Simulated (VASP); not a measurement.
An input for Quantum ESPRESSO's pw.x (written as the equivalent of a VASP run, and not itself run):

```
&CONTROL
  calculation = 'scf'
  pseudo_dir = './pseudo'
  outdir = './out'
  tprnfor = .true.
  tstress = .true.
/
&SYSTEM
  ibrav = 0
  nat = 2
  ntyp = 2
  ecutwfc = 92
  occupations = 'smearing'
  smearing = 'gaussian'
  degauss = 0.003675
  input_dft = 'pbe'
/
&ELECTRONS
  conv_thr = 7.3e-08
  electron_maxstep = 100
/
ATOMIC_SPECIES
  Cu 63.546 Cu.upf
  Cl 35.450 Cl.upf
CELL_PARAMETERS angstrom
     0.0000000    2.6712350    2.7441490
     2.6762990    0.0000000    2.7441490
     2.6762990    2.6712350    0.0000000
ATOMIC_POSITIONS crystal
  Cu   0.0000000  0.0000000  0.0000000
  Cl   0.2339100  0.2660900  0.2660900
K_POINTS automatic
  8 8 8 0 0 0
```

### Question
Write the VASP files for the same calculation (PBE).

### Answer
Several could match; the one computed here: 
**KPOINTS**
```
Automatic mesh
0
G
  8 8 8
```

File POSCAR:
```
CuCl
5.4882980
  0.0000000000   0.4867146427   0.5000000000
  0.4876373331   0.0000000000   0.5000000000
  0.4876373331   0.4867146427   0.0000000000
Cu Cl
1 1
Cartesian
  0.0000000000   0.0000000000   0.0000000000
  0.2595108359   0.2433573213   0.2500000000
```

### INCAR
```
SYSTEM = CuCl
PREC = Accurate
ENCUT = 400
EDIFF = 1E-6
NELM = 100
ALGO = Normal
LREAL = .FALSE.
LASPH = .TRUE.
ISMEAR = 0
SIGMA = 0.05
GGA = PE
LMAXMIX = 4
LWAVE = .FALSE.
LCHARG = .FALSE.
ISIF = 2
```

POTCAR, in this order: Cu Cl (PBE.64 set). Program: vasp_std.

Limits of the translation: the potentials are each code's own (VASP's PAW set, PseudoDojo norm-conserving files in pw.x), so ENCUT and ecutwfc are chosen apart and not converted; conv_thr bounds pw.x's estimated SCF error, while EDIFF bounds the energy change between steps.

The compound is CuCl in the zinc blende structure. The cell was not relaxed at this level, atoms are displaced from their ideal sites.
